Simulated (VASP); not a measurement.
Data:

```
HgSe
1.0
    0.00000     2.83848     2.83848
    2.83848     0.00000     2.83848
    2.83848     2.83848     0.00000
Hg Se
1 1
Cartesian
  0.00000   0.00000   0.00000
  1.41924   1.41924   1.41924
```

Method: LDA (Ceperley-Alder, Perdew-Zunger), VASP's LDA PAW potentials (set 64) (plane waves; VASP 6.6.1). Numerical set-up: 500 eV cut-off, 11×11×11 Γ-centred mesh, first-order Methfessel-Paxton smearing of 0.10 eV, potentials Hg Se.

Unless said otherwise, spin-orbit coupling is left out, though it shifts the bands of the heavy elements here.

**Question.** What does the run give for the energy per atom (σ→0), pressure, band gap (on the k-mesh) with the smallest direct gap where there is one?

**Answer.** 
The band gap (on the k-mesh) is none (metal, semimetal or under 0.01 eV) and the energy per atom (σ→0) is -2.480 eV/atom. The pressure comes out as 19.90 GPa.

The absolute energy has meaning only against runs of the same code, potentials and settings.

The compound is HgSe in the zinc blende structure. It was relaxed first under an external pressure of 20 GPa.
